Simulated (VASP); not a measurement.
# Si2Os2Rh (P1) in VASP: notebook, part 2 of 3

VASP 6.6.1.

## (3) Single point, PBE

INCAR

```
PREC = Accurate
ENCUT = 520
EDIFF = 1E-7
ISMEAR = 1
SIGMA = 0.15
LREAL = F
LASPH = T
NELM = 100
ALGO = Normal
ISIF = 2
LWAVE = F
LCHARG = F
GGA = PE
NBANDS = 28
```

KPOINTS

```
Automatic mesh
0
Gamma
  4 4 3
```

POSCAR

```
Si2Os2Rh
1.0
    0.0074160000      3.8712050000      0.0226760000
    3.9122100000      0.0074160000     -0.0274820000
    1.9924560000      1.9123760000     -4.6505420000
Rh Si Os
1 2 2
Direct
    0.9751986852      0.9912409739      0.0350542627
    0.2988810549      0.3508027507      0.2610996021
    0.6187345705      0.6487146641      0.7853109269
    0.6970440937      0.2257074661      0.5416850938
    0.2046155326      0.7505405522      0.4838286605
```

Potentials or basis: VASP PAW PBE potentials, release 64 (Rh_pv, Si, Os).

Launch:

```console
$ cat potpaw_PBE.64/Rh_pv/POTCAR potpaw_PBE.64/Si/POTCAR potpaw_PBE.64/Os/POTCAR > POTCAR
$ mpirun -np 1 vasp_std > vasp.out
```

OUTCAR:

```text
PREC = Accurate
   ENCUT = 520
   EDIFF = 1E-7
   ISMEAR = 1
   LREAL = F
   LASPH = T
   NELM = 100
   ISIF = 2
   GGA = PE

 ion  position               nearest neighbor table
   1  0.975  0.991  0.035-   5 2.71   2 2.72   2 2.84   3 2.86   4 2.96   3 2.97   5 2.99   3 3.00
                             4 3.05   4 3.05   2 3.06   4 3.07   3 3.12   5 3.17   2 3.18   5 3.29
   2  0.299  0.351  0.261-   5 2.16   4 2.23   3 2.25   5 2.27   4 2.45   1 2.72   1 2.84   1 3.06
                             1 3.18
   3  0.619  0.649  0.785-   4 2.10   5 2.21   2 2.25   4 2.43   5 2.59   1 2.86   1 2.97   1 3.00
                             1 3.12
   4  0.697  0.226  0.542-   3 2.10   2 2.23   3 2.43   2 2.45   5 2.70   5 2.72   5 2.80   5 2.84
                             1 2.96   1 3.05   1 3.05   1 3.07
   5  0.205  0.751  0.484-   2 2.16   3 2.21   2 2.27   3 2.59   4 2.70   1 2.71   4 2.72   4 2.80
                             4 2.84   1 2.99   1 3.17   1 3.29

  LATTYP: Found a triclinic cell.
 ALAT       =     5.4002746773
 B/A-ratio  =     0.7168669646
 C/A-ratio  =     0.7244656591
 COS(alpha) =     0.0037699672
 COS(beta)  =     0.3515028974
 COS(gamma) =     0.3698167108

  Lattice vectors:

 A1 = (  -1.9271700000,  -1.9662450000,  -4.6457360000)
 A2 = (  -0.0074160000,  -3.8712050000,  -0.0226760000)
 A3 = (  -3.9122100000,  -0.0074160000,   0.0274820000)

Analysis of symmetry for initial positions (statically):
=====================================================================
 Subroutine PRICEL returns:
 Original cell was already a primitive cell.

 Routine SETGRP: Setting up the symmetry group for a
 triclinic supercell.

 Subroutine GETGRP returns: Found  1 space group operations
 (whereof  1 operations were pure point group operations)
 out of a pool of  2 trial point group operations.

The static configuration has the point symmetry C_1 .

Analysis of symmetry for dynamics (positions and initial velocities):
=====================================================================
 Subroutine PRICEL returns:
 Original cell was already a primitive cell.

 Routine SETGRP: Setting up the symmetry group for a
 triclinic supercell.

 Subroutine GETGRP returns: Found  1 space group operations
 (whereof  1 operations were pure point group operations)
 out of a pool of  2 trial point group operations.

The dynamic configuration has the point symmetry C_1 .

 Subroutine INISYM returns: Found  1 space group operations
 (whereof  1 operations are pure point group operations),
 and found     1 'primitive' translations

----------------------------------------------------------------------------------------

                                     Primitive cell

  volume of cell :      70.3898

  direct lattice vectors                    reciprocal lattice vectors
     0.007416000  3.871205000  0.022676000     0.000256678  0.257695643  0.106078470
     3.912210000  0.007416000 -0.027482000     0.256380484 -0.001131831  0.109377003
     1.992456000  1.912376000 -4.650542000    -0.001513808  0.001263210 -0.215157817

  length of vectors
     3.871278516  3.912313554  5.408752515     0.278674994  0.278739237  0.215166850

  position of ions in fractional coordinates (direct lattice)
     0.975198685  0.991240974  0.035054263
     0.298881055  0.350802751  0.261099602
     0.618734571  0.648714664  0.785310927
     0.697044094  0.225707466  0.541685094
[... 34 lines left out ...]
 Found     26 irreducible k-points:

 Following reciprocal coordinates:
            Coordinates               Weight
  0.000000  0.000000  0.000000      1.000000
  0.250000 -0.000000  0.000000      2.000000
  0.500000 -0.000000  0.000000      1.000000
  0.000000  0.250000  0.000000      2.000000
  0.250000  0.250000  0.000000      2.000000
  0.500000  0.250000  0.000000      2.000000
[... 16 lines left out ...]
  0.000000 -0.250000  0.333333      2.000000
  0.250000 -0.250000  0.333333      2.000000
 [... further k-points ...]
   k-points           NKPTS =     26   k-points in BZ     NKDIM =     26   number of bands    NBANDS=     28
   number of dos      NEDOS =    301   number of ions     NIONS =      5
   total plane-waves  NPLWV =  36000
   dimension x,y,z NGX =    30 NGY =   30 NGZ =   40
   dimension x,y,z NGXF=    60 NGYF=   60 NGZF=   80
   ions per type =               1   2   2
   NGX,Y,Z   is equivalent  to a cutoff of  12.88, 12.75, 12.29 a.u.
   NGXF,Y,Z  is equivalent  to a cutoff of  25.77, 25.50, 24.59 a.u.
 SYSTEM =  unknown system
   PREC   = accura    normal or accurate (medium, high low for compatibility)
   ISTART =      0    job   : 0-new  1-cont  2-samecut
   ICHARG =      2    charge: 1-file 2-atom 10-const
   ISPIN  =      1    spin polarized calculation?
   LNONCOLLINEAR =      F non collinear calculations
   LSORBIT =      F    spin-orbit coupling
   LASPH  =      T    aspherical Exc in radial PAW
   ENCUT  =  520.0 eV  38.22 Ry    6.18 a.u.   7.20  7.27 10.06*2*pi/ulx,y,z
   NELM   =    100;   NELMIN=  2; NELMDL= -5     # of ELM steps
   EDIFF  = 0.1E-06   stopping-criterion for ELM
   LREAL  =      F    real-space projection
   EDIFFG = 0.1E-05   stopping-criterion for IOM
   NSW    =      0    number of steps for IOM
   IBRION =     -1    ionic relax: 0-MD 1-quasi-New 2-CG
   NFREE  =      0    steps in history (QN), initial steepest desc. (CG)
   ISIF   =      2    stress and relaxation
   ISYM   =      2    0-nonsym 1-usesym 2-fastsym
   POTIM  = 0.5000    time-step for ionic-motion
   TEBEG  =    0.0;   TEEND  =   0.0 temperature during run
   PSTRESS=    0.0 pullay stress
   NELECT =      39.0000    total number of electrons
   NUPDOWN=      -1.0000    fix difference up-down
   EMIN   =  10.00;   EMAX   =-10.00  energy-range for DOS
   EFERMI =   0.00;   METHOD = LEGACY
   ISMEAR =     1;   SIGMA  =   0.15  broadening in eV -4-tet -1-fermi 0-gaus
   EFERMI_NEDOS =   21; number of points for ismear=-14 and -15
   IALGO  =     38    algorithm
   IMIX   =      4    mixing-type and parameters
     AMIX     =   0.40;   BMIX     =  1.00
     AMIX_MAG =   1.60;   BMIX_MAG =  1.00
  volume/ion in A,a.u.               =      14.08        95.00
  Fermi-wavevector in a.u.,A,eV,Ry     =   1.344600  2.540926 24.598648  1.807950
  Thomas-Fermi vector in A             =   2.472581
   LORBIT       =      0    0 simple, 1 ext, 2 COOP (PROOUT), +10 PAW based schemes
   GGA     = PE    functional components
   LHFCALC =     F    Hartree Fock is set to
   AEXX    =    0.0000 exact exchange contribution
   IVDW    =     0    specifies the selected vdW correction
   LEPSILON=     F    determine dielectric tensor
   LRPA    =     F    only Hartree local field effects (RPA)
 non-spin polarized calculation
 Methfessel and Paxton  Order N= 1 SIGMA  =   0.15
  energy-cutoff  :      520.00
  volume of cell :       70.39
 maximum number of plane-waves:      1904
 NGX is ok and might be reduce to    30
   NGX = 15   NGY = 15   NGZ = 21

 number of electron      39.0000003 magnetization

 Free energy of the ion-electron system (eV)
  ---------------------------------------------------
  ext. energy  EPLUGINS =         0.00000000
  ---------------------------------------------------
  free energy    TOTEN  =       -38.44082000 eV

  energy without entropy =      -38.43781565  energy(sigma->0) =      -38.43981855

 E-fermi :   9.3132     XC(G=0): -12.7233

 val. band max:        9.2800001177   @ k =   0.2500   0.2500   0.3333
 cond. band min:       9.3282094585   @ k =   0.2500   0.2500   0.0000
 fundamental gap:      0.0482093408
 Fermi energy:         9.3132475565

 k-point     1 :       0.0000    0.0000    0.0000
  band No.  band energies     occupation
      1     -36.6994      2.00000
      2     -36.5164      2.00000
      3     -36.4446      2.00000
      4      -2.6208      2.00000
      5       0.9929      2.00000
      6       2.3324      2.00000
[... 733 lines left out ...]
     27      16.4991      0.00000
     28      16.9378      0.00000

 [... further k-points ...]
[... 5 lines left out ...]
  --------------------------------------------------------------------------------------
  -------------------------------------------------------------------------------------
  Total       17.5927938     10.6217840     11.5144205     -1.0272993      5.6610608      6.8720820
  in kB      400.4384491    241.7677813    262.0855303    -23.3828778    128.8542601    156.4189237
  external PRESSURE =     301.4305869 kB  Pullay stress =       0.0000000 kB

 VOLUME and BASIS-vectors are now :
 -----------------------------------------------------------------------------
  energy-cutoff  :      520.00
  volume of cell :       70.39
      direct lattice vectors                 reciprocal lattice vectors
     0.007416000  3.871205000  0.022676000     0.000256678  0.257695643  0.106078470
     3.912210000  0.007416000 -0.027482000     0.256380484 -0.001131831  0.109377003
     1.992456000  1.912376000 -4.650542000    -0.001513808  0.001263210 -0.215157817

 POSITION                                       TOTAL-FORCE (eV/Angst)
 -----------------------------------------------------------------------------------
      3.95502      3.84958     -0.16815         0.265500     -0.451630      0.543819
      1.89486      1.65895     -1.21712         1.415046      1.543939      3.296876
      4.10719      3.90187     -3.65592        -3.921804     -1.809656     -3.400404
      1.96747      3.73598     -2.50953         4.109225     -3.045586      1.139414
      3.90180      1.72294     -2.26605        -1.867966      3.762933     -1.579705
 -----------------------------------------------------------------------------------
    total drift:                                0.000217      0.000030      0.000011

  FREE ENERGIE OF THE ION-ELECTRON SYSTEM (eV)
  ---------------------------------------------------
  free  energy   TOTEN  =       -38.4408200036 eV

  energy  without entropy=      -38.4378156514  energy(sigma->0) =      -38.43981855
```

Run time: 52 s. Hardware: 1 thread of Intel Xeon Platinum 8488C (Sapphire Rapids), shared host; peak memory 0.2 GiB.

Results:

| Property | Result |
| --- | --- |
| Free energy | -38.4408 eV |
| Pressure | 30.1 GPa |
| Largest force | 5.497 eV/Å |
| Band gap on the k mesh | none (metal or under the smearing width) |

Forces on the atoms (eV/Å):
```
Rh   0.266 -0.452  0.544
Si   1.415  1.544  3.297
Si  -3.922 -1.810 -3.400
Os   4.109 -3.046  1.139
Os  -1.868  3.763 -1.580
```

Caveat: the k mesh is coarse (spacing up to 0.45 Å⁻¹), so the values aren't converged; a pressure of tens of GPa on the cell as given is suspect, and the run, the potentials or the cell itself is likely at fault; forces of over 1 eV/Å show positions far from the minimum, so gaps and moduli don't describe the material at rest. The run has no spin-orbit coupling, so splittings on Os are missing.

(Part 2 of 3 ends here.)
